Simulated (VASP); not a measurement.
A VASP calculation is set up with these files.

### INCAR
```
! general
SYSTEM  = SnO2
PREC    = Accurate
ENCUT   = 520
LREAL   = F
LASPH   = T

! electronic loop
EDIFF   = 1E-7
NELM    = 100
ALGO    = Normal
LMAXMIX = 4

! smearing
ISMEAR  = 0
SIGMA   = 0.05

! functional
GGA     = PE

! ions
IBRION  = 2
NSW     = 30
ISIF    = 4
EDIFFG  = -0.01

! output
LWAVE   = F
LCHARG  = F
```

POSCAR:
```
SnO2
1.0
  4.8805674262   0.0000000000   0.0000000000
  0.0000000000   4.8805674262   0.0000000000
  0.0000000000   0.0000000000   3.2729166920
Sn O
2 4
Cartesian
  0.0000000000   0.0000000000   0.0000000000
  2.4402837131   2.4402837131   1.6364583460
  1.4963087653   1.4963087653   0.0000000000
  3.9365924784   0.9439749478   1.6364583460
  0.9439749478   3.9365924784   1.6364583460
  3.3842586609   3.3842586609   3.2729166920
```

File KPOINTS:
```
Automatic mesh
0
Gamma
5 5 7
0 0 0
```

POTCAR, in this order: Sn_d O (PBE.64 set). Program: vasp_std.

Q: Translate this PBE calculation to Quantum ESPRESSO's pw.x.

A: One equivalent input (not run):
```
&CONTROL
  calculation = 'vc-relax'
  pseudo_dir = './pseudo'
  outdir = './out'
  tprnfor = .true.
  tstress = .true.
  nstep = 30
  forc_conv_thr = 0.00039
/
&SYSTEM
  ibrav = 0
  nat = 6
  ntyp = 2
  ecutwfc = 84
  occupations = 'smearing'
  smearing = 'gaussian'
  degauss = 0.003675
  input_dft = 'pbe'
/
&ELECTRONS
  conv_thr = 7.3e-09
  electron_maxstep = 100
/
&IONS
/
&CELL
  cell_dofree = 'shape'
/
ATOMIC_SPECIES
  Sn 118.710 Sn.upf
  O 15.999 O.upf
CELL_PARAMETERS angstrom
     4.8805674    0.0000000    0.0000000
     0.0000000    4.8805674    0.0000000
     0.0000000    0.0000000    3.2729167
ATOMIC_POSITIONS crystal
  Sn   0.0000000  0.0000000  0.0000000
  Sn   0.5000000  0.5000000  0.5000000
  O    0.3065850  0.3065850  0.0000000
  O    0.8065850  0.1934150  0.5000000
  O    0.1934150  0.8065850  0.5000000
  O    0.6934150  0.6934150  1.0000000
K_POINTS automatic
  5 5 7 0 0 0
```
What does not carry over: the potentials are each code's own (VASP's PAW set, PseudoDojo norm-conserving files in pw.x), so ENCUT and ecutwfc are chosen apart and not converted; conv_thr bounds pw.x's estimated SCF error, while EDIFF bounds the energy change between steps; forc_conv_thr acts on force components and is met together with etot_conv_thr.

The compound is SnO2 in the rutile structure. This cell is one point of a volume scan, at 1.03 of the reference volume. Symmetry was kept, so distortions that lower it aren't found.
